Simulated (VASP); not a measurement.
Runs of VASP 6.6.1 on F2GeBr2. The cell holds a molecule in a box, 5 atoms: a = 12.000 Å, b = 13.000 Å, c = 12.000 Å, α = 90.00°, β = 90.00°, γ = 90.00°. 

| task | level | potentials or basis | cell | cutoff (eV) | grid for exact exchange (PRECFOCK) | exchange at q = 0 | gap on the mesh (eV) | largest force (eV/Å) |
| --- | --- | --- | --- | --- | --- | --- | --- | --- |
| single point | B3LYP | VASP PAW PBE potentials, release 64 (F, Ge_d, Br) | as given | 520 | Normal | default | (b) | 0.61 |
| atomic charges | PBE+TS | VASP PAW PBE potentials, release 64 (F, Ge_d, Br) | as given | 520 | - | - | 4.37 | (a) |
| electron localisation function | PBE | VASP PAW PBE potentials, release 64 (F, Ge_d, Br) | as given | 520 | - | - | 4.37 | 0.84 |
| single point | r2SCAN+D3(BJ) | VASP PAW PBE potentials, release 64 (F_s, Ge_d, Br) | as given | 400 | - | - | 4.90 | 0.64 |
| relaxation of the atoms | PBE | VASP PAW PBE potentials, release 64 (F, Ge_d, Br) | atoms relaxed from: atoms moved at random, drawn with an rms of 0.02 Å | 520 | - | - | 4.10 | - |

Alike in all rows: no spin polarisation; k mesh 1 × 1 × 1; smearing gaussian 0.01 eV.

Problem. Fill in the values left out.

Solution. (a) 0.86; (b) 6.04.

Caveats: the PAW data sets were made with another functional, which shifts forces and pressure a little (some runs).

A k mesh can miss the band edges, and the runs leave out spin-orbit coupling on Br, Ge.
